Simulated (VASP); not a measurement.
Output of a VASP run:

### OUTCAR
```
 ion  position               nearest neighbor table
   1  0.500  0.500  0.500-   2 2.49   2 2.49   2 2.49   2 2.49   2 2.49   2 2.49   2 2.49   2 2.49
  LATTYP: Found a simple cubic cell.
 ALAT       =     2.8800000000
 Subroutine PRICEL returns:
 Original cell was already a primitive cell.
 Subroutine GETGRP returns: Found 48 space group operations
The static configuration has the point symmetry O_h .
The dynamic configuration has the point symmetry O_h .
 Subroutine INISYM returns: Found 48 space group operations
 Subroutine IBZKPT returns following result:
 Found     56 irreducible k-points:

 Following reciprocal coordinates:
            Coordinates               Weight
  0.000000  0.000000  0.000000      1.000000
  0.090909  0.000000  0.000000      6.000000
  0.181818  0.000000  0.000000      6.000000
  0.272727  0.000000  0.000000      6.000000
  0.363636  0.000000  0.000000      6.000000
  0.454545  0.000000  0.000000      6.000000
  0.090909  0.090909  0.000000     12.000000
  0.181818  0.090909  0.000000     24.000000
  0.272727  0.090909  0.000000     24.000000
  0.363636  0.090909  0.000000     24.000000
  0.454545  0.090909  0.000000     24.000000
  0.181818  0.181818  0.000000     12.000000
  0.272727  0.181818  0.000000     24.000000
  0.363636  0.181818  0.000000     24.000000
  0.454545  0.181818  0.000000     24.000000
  0.272727  0.272727  0.000000     12.000000
  0.363636  0.272727  0.000000     24.000000
  0.454545  0.272727  0.000000     24.000000
  0.363636  0.363636  0.000000     12.000000
  0.454545  0.363636  0.000000     24.000000
  0.454545  0.454545  0.000000     12.000000
  0.090909  0.090909  0.090909      8.000000
  0.181818  0.090909  0.090909     24.000000
  0.272727  0.090909  0.090909     24.000000
  0.363636  0.090909  0.090909     24.000000
  0.454545  0.090909  0.090909     24.000000
  0.181818  0.181818  0.090909     24.000000
  0.272727  0.181818  0.090909     48.000000
  0.363636  0.181818  0.090909     48.000000
  0.454545  0.181818  0.090909     48.000000
  0.272727  0.272727  0.090909     24.000000
  0.363636  0.272727  0.090909     48.000000
  0.454545  0.272727  0.090909     48.000000
  0.363636  0.363636  0.090909     24.000000
  0.454545  0.363636  0.090909     48.000000
  0.454545  0.454545  0.090909     24.000000
  0.181818  0.181818  0.181818      8.000000
  0.272727  0.181818  0.181818     24.000000
  0.363636  0.181818  0.181818     24.000000
  0.454545  0.181818  0.181818     24.000000
   k-points           NKPTS =     56   k-points in BZ     NKDIM =     56   number of bands    NBANDS=     15
   number of dos      NEDOS =    301   number of ions     NIONS =      2
   total plane-waves  NPLWV =  13824
   dimension x,y,z NGX =    24 NGY =   24 NGZ =   24
   dimension x,y,z NGXF=    48 NGYF=   48 NGZF=   48
   ions per type =               1   1
   PREC   = accura    normal or accurate (medium, high low for compatibility)
   ISTART =      0    job   : 0-new  1-cont  2-samecut
   ICHARG =      2    charge: 1-file 2-atom 10-const
   ISPIN  =      1    spin polarized calculation?
   LNONCOLLINEAR =      F non collinear calculations
   LSORBIT =      F    spin-orbit coupling
   INIWAV =      1    electr: 0-lowe 1-rand  2-diag
   ENCUT  =  520.0 eV  38.22 Ry    6.18 a.u.   5.35  5.35  5.35*2*pi/ulx,y,z
   NELM   =    100;   NELMIN=  2; NELMDL= -5     # of ELM steps
   EDIFF  = 0.1E-05   stopping-criterion for ELM
   LREAL  =      F    real-space projection
   NLSPLINE    = F    spline interpolate recip. space projectors
   LMAXMIX     =    4 max onsite mixed and CHGCAR
   VOSKOWN=      0    Vosko Wilk Nusair interpolation
   EDIFFG = -.1E-01   stopping-criterion for IOM
   NSW    =     60    number of steps for IOM
   NBLOCK =      1;   KBLOCK =     60    inner block; outer block
   IBRION =      2    ionic relax: 0-MD 1-quasi-New 2-CG
   NFREE  =      1    steps in history (QN), initial steepest desc. (CG)
...
```

OSZICAR:
```
...
DAV:   7    -0.296897715725E+01    0.12054E+01   -0.56188E+00  1764   0.363E+01    0.182E+00
DAV:   8    -0.295393120538E+01    0.15046E-01   -0.16277E-01  2123   0.474E+00    0.551E-01
DAV:   9    -0.295080492468E+01    0.31263E-02   -0.12784E-02  2329   0.194E+00    0.114E-01
DAV:  10    -0.295086782513E+01   -0.62900E-04   -0.57539E-04  2298   0.324E-01    0.549E-02
DAV:  11    -0.295090774782E+01   -0.39923E-04   -0.75767E-05  2490   0.134E-01    0.105E-02
DAV:  12    -0.295090711941E+01    0.62841E-06   -0.61433E-06  2064   0.375E-02
   1 F= -.29509071E+01 E0= -.29511869E+01  d E =-.295091E+01
       N       E                     dE             d eps       ncg     rms          rms(c)
DAV:   1    -0.769872719201E+01   -0.47478E+01   -0.63866E+01  1694   0.166E+02    0.168E+01
DAV:   2    -0.107461833057E+02   -0.30475E+01   -0.10192E+02  1782   0.110E+02    0.213E+01
DAV:   3    -0.342274967550E+01    0.73234E+01   -0.45427E+01  1863   0.745E+01    0.536E+00
DAV:   4    -0.306423984928E+01    0.35851E+00   -0.97966E-01  2025   0.147E+01    0.202E+00
DAV:   5    -0.299039496310E+01    0.73845E-01   -0.59942E-02  2289   0.343E+00    0.511E-01
DAV:   6    -0.298720327798E+01    0.31917E-02   -0.39852E-03  2380   0.815E-01    0.135E-01
DAV:   7    -0.298723903284E+01   -0.35755E-04   -0.15553E-04  2552   0.216E-01    0.179E-02
DAV:   8    -0.298722991131E+01    0.91215E-05   -0.18888E-05  2171   0.828E-02    0.225E-03
DAV:   9    -0.298722988407E+01    0.27244E-07   -0.59165E-07  1235   0.112E-02
   2 F= -.29872299E+01 E0= -.29873762E+01  d E =-.363228E-01
       N       E                     dE             d eps       ncg     rms          rms(c)
DAV:   1    -0.381686088145E+01   -0.82963E+00   -0.10310E+01  1701   0.560E+01    0.684E+00
DAV:   2    -0.403915618060E+01   -0.22230E+00   -0.10020E+01  1746   0.464E+01    0.767E+00
DAV:   3    -0.308992997308E+01    0.94923E+00   -0.48032E+00  1729   0.318E+01    0.203E+00
DAV:   4    -0.302140152571E+01    0.68528E-01   -0.18344E-01  2252   0.583E+00    0.522E-01
DAV:   5    -0.301357183439E+01    0.78297E-02   -0.10910E-02  2446   0.165E+00    0.152E-01
DAV:   6    -0.301340022795E+01    0.17161E-03   -0.53811E-04  2273   0.333E-01    0.650E-02
DAV:   7    -0.301336652013E+01    0.33708E-04   -0.85934E-05  2666   0.118E-01    0.114E-02
DAV:   8    -0.301336688008E+01   -0.35995E-06   -0.45695E-06  1954   0.205E-02
   3 F= -.30133669E+01 E0= -.30134975E+01  d E =-.624598E-01
       N       E                     dE             d eps       ncg     rms          rms(c)
DAV:   1    -0.301400444518E+01   -0.63793E-03   -0.83354E-03  1701   0.169E+00    0.196E-01
DAV:   2    -0.301440088374E+01   -0.39644E-03   -0.88419E-03  1744   0.133E+00    0.245E-01
DAV:   3    -0.301341956876E+01    0.98131E-03   -0.44383E-03  1751   0.942E-01    0.575E-02
DAV:   4    -0.301336489370E+01    0.54675E-04   -0.14166E-04  2236   0.174E-01    0.126E-02
DAV:   5    -0.301335972574E+01    0.51680E-05   -0.91150E-06  2231   0.516E-02    0.263E-03
DAV:   6    -0.301335964833E+01    0.77413E-07   -0.36885E-07   994   0.100E-02
   4 F= -.30133596E+01 E0= -.30134913E+01  d E =-.624525E-01
       N       E                     dE             d eps       ncg     rms          rms(c)
DAV:   1    -0.301336023893E+01   -0.51319E-06   -0.19273E-06   875   0.254E-02    0.322E-03
DAV:   2    -0.301336036919E+01   -0.13025E-06   -0.24209E-06  1049   0.225E-02
   5 F= -.30133604E+01 E0= -.30134930E+01  d E =-.720857E-06
```

**OUTCAR**
```
------------------------ aborting loop because EDIFF is reached ----------------------------------------
  FORCE on cell =-STRESS in cart. coord.  units (eV):
  Direction    XX          YY          ZZ          XY          YZ          ZX
  --------------------------------------------------------------------------------------
  Total       -0.0088014     -0.0088014     -0.0088014      0.0000000      0.0000000     -0.0000000
  in kB       -0.5489126     -0.5489126     -0.5489126      0.0000000      0.0000000     -0.0000000
  external PRESSURE =      -0.5489126 kB  Pullay stress =       0.0000000 kB
  volume of cell :       25.69
      direct lattice vectors                 reciprocal lattice vectors
     2.950664435 -0.000000000  0.000000000     0.338906718 -0.000000000  0.000000000
     0.000000000  2.950664435  0.000000000     0.000000000  0.338906718  0.000000000
    -0.000000000 -0.000000000  2.950664435    -0.000000000 -0.000000000  0.338906718
 POSITION                                       TOTAL-FORCE (eV/Angst)
 -----------------------------------------------------------------------------------
      1.47533      1.47533      1.47533         0.000000     -0.000000      0.000000
      2.95066      2.95066      0.00000        -0.000000      0.000000      0.000000
 -----------------------------------------------------------------------------------
    total drift:                                0.000000     -0.000000     -0.000000
  FREE ENERGIE OF THE ION-ELECTRON SYSTEM (eV)
  ---------------------------------------------------
  free  energy   TOTEN  =        -3.0133603692 eV

  energy  without entropy=       -3.0137581333  energy(sigma->0) =       -3.01349296

 reached required accuracy - stopping structural energy minimisation
```
(Selected blocks of OUTCAR.)

### POSCAR
```
CoGa
1
    2.8800000000     0.0000000000     0.0000000000
    0.0000000000     2.8800000000     0.0000000000
    0.0000000000     0.0000000000     2.8800000000
Ga Co
1 1
Direct
  0.5000000000   0.5000000000   0.5000000000
  0.0000000000   0.0000000000   0.0000000000
```

**Question.** Reconstruct the remaining input files.

**Answer.** One answer among several that fit: the input of the run itself, vdW-DF2, plane waves, VASP's PBE PAW potentials (set 64).

### KPOINTS
```
Automatic mesh
0
gamma
 11 11 11
0 0 0
```

INCAR:
```
AGGAC=0.0
ALGO=Normal
EDIFF=1E-6
EDIFFG=-0.01
ENCUT=520
GGA=ML
IBRION=2
ISIF=3
ISMEAR=1
LASPH=.True.
LCHARG=.False.
LMAXMIX=4
LREAL=.False.
LUSE_VDW=.True.
LWAVE=.False.
NELM=100
NSW=60
PREC=Accurate
SIGMA=0.1
SYSTEM=CoGa
ZAB_VDW=-1.8867
```

POTCAR, in this order: Ga_d Co (PBE.64 set). Program: vasp_std.

Energy and stress use the plane-wave basis of the starting cell.

The compound is CoGa in the CsCl type structure. This run relaxes it. Symmetry was kept, so distortions that lower it aren't found. The run is not spin-polarised, so no magnetic state was tried.
